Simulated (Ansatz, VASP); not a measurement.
# Li2RuN2: VASP beside Ansatz

```
CELL_PARAMETERS angstrom
3.16423 0.00000 0.00000
-1.58212 2.74031 0.00000
0.00000 0.00000 5.21145
ATOMIC_POSITIONS crystal
Ru 0.00000 0.00000 0.00000
N 0.33333 0.66667 0.21301
N 0.66667 0.33333 0.78699
Li 0.33333 0.66667 0.63982
Li 0.66667 0.33333 0.36018
```

The cell comes from a database or a generator and needn't be the stable form of this composition.

Alike in both runs: task single point; functional PBE; k mesh 10 × 10 × 5; occupations fermi-dirac, width 0.05 eV; no spin polarisation.

```csv
,VASP,Ansatz
version,VASP 6.6.1,Ansatz 0.2.0
potentials or method,"VASP PAW PBE potentials, release 64 (Ru_pv, N, Li_sv)",Ansatz PAW
plane-wave cutoff (eV),520,420
valence electrons in the cell,30,32
```

VASP gave:

| Item | Value |
| --- | --- |
| gap on the k mesh at the Fermi level (eV) | none |
| rms of the force components (eV/Å) | 0.065 |

**Question.** Estimate Ansatz's values.

**Answer.** gap on the k mesh at the Fermi level (eV): none; rms of the force components (eV/Å): 0.064.

Atom by atom the forces differ by 0.006 eV/Å (rms over components). A gap of «none» marks a metal or a gap that the smearing closes. The two sets of potentials don't hold the same shells in valence.
